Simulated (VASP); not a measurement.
An input for Ansatz (written as the equivalent of a VASP run, and not itself run):

Ansatz 0.2 input:
```yaml
crystal:
  lattice:
    - [4.5772569, 0.0000000, 0.0000000]
    - [-2.2886285, 3.9640208, 0.0000000]
    - [0.0000000, 0.0000000, 5.7519651]
  atoms:
    - { symbol: Sn, position: [0.3333330, 0.6666670, 0.2500000] }
    - { symbol: Sn, position: [0.6666670, 0.3333330, 0.7500000] }
    - { symbol: Si, position: [0.3333330, 0.6666670, 0.7500000] }
    - { symbol: Si, position: [0.6666670, 0.3333330, 0.2500000] }
kpoints:
  mp_grid: { grid: [7, 7, 5] }
hamiltonian:
  xc: pbesol
  pseudopotentials: { kind: paw }
scf:
  occupations: { method: methfessel_paxton, width: 0.1 }
  max_iter: 100
relax:
  max_steps: 60
  f_tol: 0.02
  cell: {}
output: { forces: true, stress: true, eigenvalues: true }
```

Q: Write the VASP files for the same calculation (PBEsol).

A: Several could match; the one computed here: 
### INCAR
```
SYSTEM=SiSn
PREC=Accurate; ENCUT=400; LREAL=.FALSE.
LASPH=.TRUE.
EDIFF=1E-6; NELM=100; ALGO=Normal
LMAXMIX=4
ISMEAR=1; SIGMA=0.1
GGA=PS
IBRION=2; NSW=60; ISIF=3
EDIFFG=-0.02
LWAVE=.FALSE.; LCHARG=.FALSE.
```

File KPOINTS:
```
Automatic mesh
0
Gamma
7 7 5
0 0 0
```

POSCAR:
```
SiSn
1.0
  4.5772569050   0.0000000000   0.0000000000
 -2.2886284525   3.9640207984   0.0000000000
  0.0000000000   0.0000000000   5.7519651388
Sn Si
2 2
Cartesian
 -0.0000022886   2.6426818536   1.4379912847
  2.2886307411   1.3213389448   4.3139738541
 -0.0000022886   2.6426818536   4.3139738541
  2.2886307411   1.3213389448   1.4379912847
```

POTCAR, in this order: Sn_d Si (PBE.64 set). Program: vasp_std.

What does not carry over: each code has its own PAW files, so the cut-off isn't converted (ENCUT is set for VASP's; basis.ecutwfc is left out, and Ansatz then takes the one that its files recommend); Ansatz stops its SCF on the density residual and VASP on the energy change (EDIFF).

The structure was generated: SiSn was put into the h-BN type (P6_3/mmc), which need not be its known phase. This run relaxes it. Symmetry was kept, so distortions that lower it aren't found. The start is the result of an earlier pass.
